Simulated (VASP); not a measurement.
OSZICAR of a VASP run on Cd (space group P6_3/mmc):

File OSZICAR:
```
       N       E                     dE             d eps       ncg     rms          rms(c)
DAV:   1     0.115344896695E+03    0.11534E+03   -0.10032E+04   456   0.984E+02
DAV:   2     0.210565049219E+00   -0.11513E+03   -0.11388E+03   480   0.300E+02
DAV:   3    -0.159353263529E+01   -0.18041E+01   -0.18016E+01   536   0.459E+01
DAV:   4    -0.159511777089E+01   -0.15851E-02   -0.15851E-02   560   0.107E+00
DAV:   5    -0.159512201097E+01   -0.42401E-05   -0.42396E-05   528   0.540E-02    0.494E+00
DAV:   6    -0.150321445725E+01    0.91908E-01   -0.24740E-01   480   0.618E+00    0.388E+00
DAV:   7    -0.149504146708E+01    0.81730E-02   -0.34217E-02   504   0.190E+00    0.153E+00
DAV:   8    -0.149450214953E+01    0.53932E-03   -0.37122E-03   520   0.848E-01    0.934E-02
DAV:   9    -0.149452547532E+01   -0.23326E-04   -0.97885E-06   552   0.349E-02    0.385E-02
DAV:  10    -0.149455730309E+01   -0.31828E-04   -0.25787E-05   504   0.508E-02    0.430E-03
DAV:  11    -0.149455732788E+01   -0.24796E-07   -0.11061E-07   328   0.416E-03
   1 F= -.14945573E+01 E0= -.14692819E+01  d E =-.505508E-01
```

Question: Which electronic solver shows in the log?

Answer: It is blocked Davidson (ALGO = Normal, or the opening steps of other solvers). The INCAR had ALGO = Normal.

Question: Can the final energy be trusted as converged?

Answer: The run converged. It stopped with EDIFF = 1E-6, NELM = 100 (PBE GGA, plane waves, VASP's PBE PAW potentials (set 64)).

The structure is a typed Cd crystal. The cell was not relaxed at this level. The k-mesh is coarse (spacing up to 0.41 per Å, 2π included), so the numbers may not be converged in it. The run is one of a series of settings (KPOINTS 6×6×3 Γ-centred mesh against the base run), some of them coarse on purpose.
